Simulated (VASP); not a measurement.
These are r2SCAN meta-GGA, VASP's PBE PAW potentials (set 64) (plane waves; VASP) values and carry that method's errors.

A VASP calculation is set up with these files.

**POSCAR**
```
LaP
1
    3.6473872127     0.0000000000     0.0000000000
    0.0000000000     3.6473872127     0.0000000000
    0.0000000000     0.0000000000     3.5926764045
La P
1 1
Direct
  0.0000000000   0.0000000000   0.0000000000
  0.5000000000   0.5000000000   0.5000000000
```

**KPOINTS**
```
Automatic mesh
0
G
10 10 10
0 0 0
```

INCAR:
```
SYSTEM = LaP
PREC = Accurate
ENCUT = 480
EDIFF = 1E-7
NELM = 100
ALGO = Normal
LREAL = .FALSE.
LASPH = .TRUE.
ISMEAR = 1
SIGMA = 0.1
METAGGA = R2SCAN
LMIXTAU = .TRUE.
LMAXMIX = 6
LWAVE = .FALSE.
LCHARG = .FALSE.
ISIF = 2
```

POTCAR, in this order: La P (PBE.64 set). Program: vasp_std.

The run wrote:

### OSZICAR
```
       N       E                     dE             d eps       ncg     rms          rms(c)
DAV:   1     0.101188168975E+03    0.10119E+03   -0.56923E+03  3024   0.169E+03
DAV:   2    -0.341395886469E+02   -0.13533E+03   -0.13184E+03  4288   0.259E+02
DAV:   3    -0.450739875763E+02   -0.10934E+02   -0.10747E+02  4436   0.112E+02
DAV:   4    -0.457096947799E+02   -0.63571E+00   -0.61319E+00  5680   0.199E+01
DAV:   5    -0.457441235805E+02   -0.34429E-01   -0.34217E-01  4816   0.464E+00    0.491E+00
DAV:   6    -0.409611039814E+02    0.47830E+01   -0.12505E+00  5236   0.900E+00    0.345E+00
DAV:   7    -0.413282962206E+02   -0.36719E+00   -0.90668E-01  4856   0.124E+01    0.135E+00
DAV:   8    -0.412006525667E+02    0.12764E+00   -0.71844E-01  5348   0.101E+01    0.941E-01
DAV:   9    -0.412664926424E+02   -0.65840E-01   -0.92634E-02  5296   0.386E+00    0.404E-01
DAV:  10    -0.415040610712E+02   -0.23757E+00   -0.82021E-02  4536   0.293E+00    0.248E-01
DAV:  11    -0.415135590364E+02   -0.94980E-02   -0.16194E-02  5360   0.140E+00    0.185E-01
DAV:  12    -0.415255356291E+02   -0.11977E-01   -0.31172E-02  4896   0.232E+00    0.212E-01
DAV:  13    -0.415285295878E+02   -0.29940E-02   -0.13058E-02  5344   0.130E+00    0.465E-02
DAV:  14    -0.415285563623E+02   -0.26775E-04   -0.28626E-04  4308   0.151E-01    0.522E-02
DAV:  15    -0.415286032046E+02   -0.46842E-04   -0.62628E-05  5168   0.117E-01    0.479E-02
DAV:  16    -0.415286881691E+02   -0.84965E-04   -0.12601E-04  5524   0.891E-02    0.823E-02
DAV:  17    -0.415292438888E+02   -0.55572E-03   -0.32061E-03  5352   0.542E-01    0.273E-01
DAV:  18    -0.415286476788E+02    0.59621E-03   -0.35762E-03  5188   0.535E-01    0.358E-02
DAV:  19    -0.415286712807E+02   -0.23602E-04   -0.23019E-04  4664   0.102E-01    0.241E-02
DAV:  20    -0.415288277240E+02   -0.15644E-03   -0.34961E-04  4100   0.200E-01    0.406E-02
DAV:  21    -0.415288828848E+02   -0.55161E-04   -0.12091E-04  5688   0.770E-02    0.486E-02
DAV:  22    -0.415310644484E+02   -0.21816E-02   -0.11988E-02  3996   0.108E+00    0.149E-01
DAV:  23    -0.415286387513E+02    0.24257E-02   -0.14007E-02  4548   0.128E+00    0.491E-02
DAV:  24    -0.415287488251E+02   -0.11007E-03   -0.17320E-03  5664   0.245E-01    0.103E-02
DAV:  25    -0.415287531390E+02   -0.43139E-05   -0.58892E-05  4380   0.613E-02    0.419E-03
DAV:  26    -0.415287542179E+02   -0.10789E-05   -0.10946E-05  5748   0.277E-02    0.535E-03
DAV:  27    -0.415287540866E+02    0.13125E-06   -0.56891E-07  4584   0.631E-03    0.358E-03
DAV:  28    -0.415287541683E+02   -0.81698E-07   -0.97734E-08  3012   0.328E-03
   1 F= -.41528754E+02 E0= -.41528690E+02  d E =-.191247E-03
```

OUTCAR:
```
------------------------ aborting loop because EDIFF is reached ----------------------------------------
  FORCE on cell =-STRESS in cart. coord.  units (eV):
  Direction    XX          YY          ZZ          XY          YZ          ZX
  --------------------------------------------------------------------------------------
  Total        0.1900782      0.1900782      0.6547548      0.0000000      0.0000000      0.0000000
  in kB        6.3717834      6.3717834     21.9486304      0.0000000      0.0000000      0.0000000
  external PRESSURE =      11.5640658 kB  Pullay stress =       0.0000000 kB
  volume of cell :       47.79
      direct lattice vectors                 reciprocal lattice vectors
     3.647387213  0.000000000  0.000000000     0.274168862  0.000000000  0.000000000
     0.000000000  3.647387213  0.000000000     0.000000000  0.274168862  0.000000000
     0.000000000  0.000000000  3.592676405     0.000000000  0.000000000  0.278344022
 POSITION                                       TOTAL-FORCE (eV/Angst)
 -----------------------------------------------------------------------------------
      0.00000      0.00000      0.00000         0.000000      0.000000      0.000000
      1.82369      1.82369      1.79634         0.000000      0.000000      0.000000
 -----------------------------------------------------------------------------------
    total drift:                               -0.000000      0.000000     -0.000000
  FREE ENERGIE OF THE ION-ELECTRON SYSTEM (eV)
  ---------------------------------------------------
  free  energy   TOTEN  =       -41.5287541683 eV

  energy  without entropy=      -41.5285629217  energy(sigma->0) =      -41.52869042
```
(Selected blocks of OUTCAR.)

File OUTCAR:
```
 val. band max:        8.6666840521   @ k =   0.5000   0.0000   0.4000

 cond. band min:       8.6702032420   @ k =   0.4000   0.0000   0.5000


 Fermi energy:         8.6694049528

 k-point     1 :       0.0000    0.0000    0.0000
  band No.  band energies     occupation
      1     -25.1402      2.00000
      2      -8.0123      2.00000
      3      -8.0123      2.00000
      4      -7.9669      2.00000
      5      -1.9814      2.00000
      6       8.0064      2.00000
      7       8.0081      2.00000
      8       8.7494      0.01978
      9       8.7494      0.01978
     10       8.9087     -0.00369
     11      11.3251      0.00000
     12      11.3262      0.00000

 k-point     2 :       0.1000    0.0000    0.0000
  band No.  band energies     occupation
      1     -25.1309      2.00000
      2      -8.1435      2.00000
      3      -8.0007      2.00000
      4      -7.9558      2.00000
      5      -1.8299      2.00000
      6       7.5894      2.00000
      7       8.0822      2.00000
      8       8.6270      1.65168
      9       8.7987     -0.06963
     10       9.0210     -0.00001
     11      11.2897      0.00000
     12      11.3289      0.00000

 k-point     3 :       0.2000    0.0000    0.0000
  band No.  band energies     occupation
      1     -25.1063      2.00000
      2      -8.4636      2.00000
      3      -7.9701      2.00000
      4      -7.9263      2.00000
      5      -1.4351      2.00000
      6       6.6307      2.00000
      7       8.2965      2.00000
      8       8.3125      2.00001
      9       8.5114      2.04794
     10       9.7589     -0.00000
     11      11.1785      0.00000
     12      11.2949      0.00000

 k-point     4 :       0.3000    0.0000    0.0000
  band No.  band energies     occupation
      1     -25.0757      2.00000
      2      -8.8225      2.00000
      3      -7.9319      2.00000
      4      -7.8894      2.00000
      5      -0.9267      2.00000
      6       5.5835      2.00000
...
```

The structure was generated: LaP was put into the CsCl type (Pm-3m), which need not be its known phase. This cell was strained or had an atom moved on purpose.
